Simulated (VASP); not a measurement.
Write the native input for VASP 6.6.1 that does the following.

| Item | Value |
| --- | --- |
| Task | relaxation of cell and atoms |
| Functional | LDA |
| Potentials or basis | VASP PAW LDA potentials, release 64 (W_sv) |
| Cutoff | 600 eV |
| k mesh | 16 × 16 × 16 |
| Occupations | methfessel-paxton, width 0.1 eV |
| Spin | no spin polarisation |
| Further INCAR settings | ALGO = Normal; EDIFF = 1e-06; IBRION = 2; EDIFFG = -0.01; NSW = 90; ISIF = 3 |

The structure of W lies in POSCAR:

```
W
1.0
   -1.5823450000      1.5823450000      1.5823450000
    1.5823450000     -1.5823450000      1.5823450000
    1.5823450000      1.5823450000     -1.5823450000
W
1
Direct
    0.0000000000      0.0000000000      0.0000000000
```

These files were run (other wordings do the same):

INCAR

```
SYSTEM = W
PREC     = Accurate       ! precision mode
ENCUT    = 600            ! plane-wave cutoff, eV
EDIFF    = 1E-6           ! SCF threshold, eV
ISMEAR   = 1              ! smearing method
SIGMA    = 0.1            ! smearing width, eV
LREAL    = .FALSE.        ! projectors in reciprocal space
LASPH    = .TRUE.         ! aspherical terms in the spheres
NELM     = 80             ! most SCF steps
ALGO     = Normal         ! electronic algorithm
ISIF     = 3              ! what is computed and relaxed
LWAVE    = .FALSE.        ! write WAVECAR
LCHARG   = .FALSE.        ! write CHGCAR
GGA      = CA             ! functional
IBRION   = 2              ! ionic algorithm
NSW      = 90             ! ionic steps
EDIFFG   = -0.01          ! ionic threshold
```

KPOINTS

```
Automatic mesh
0
G
  16 16 16
  0 0 0
```

Potentials or basis: VASP PAW LDA potentials, release 64 (W_sv).

Launch:

```sh
$ cat potpaw_LDA.64/W_sv/POTCAR > POTCAR
$ mpirun -np 1 vasp_std > vasp.out
```

It gave:

| Property | Result |
| --- | --- |
| Relaxed volume | 15.49 Å³/atom |
| Relaxed cell | a = 2.720 Å, b = 2.720 Å, c = 2.720 Å, α = 109.47°, β = 109.47°, γ = 109.47° |
| Space group after relaxing (to 0.05 Å) | Im-3m (No. 229) |
| Energy gained by relaxing | 8.3 meV/atom |
| Ionic steps | 4 |
| Pressure after relaxing | -0.1 GPa |
| Band gap on the k mesh | none (metal or under the smearing width) |

Wall time 26 s on 1 thread of Intel(R) Xeon(R) Platinum 8488C (Sapphire Rapids) (shared host), peak memory 0.17 GiB.
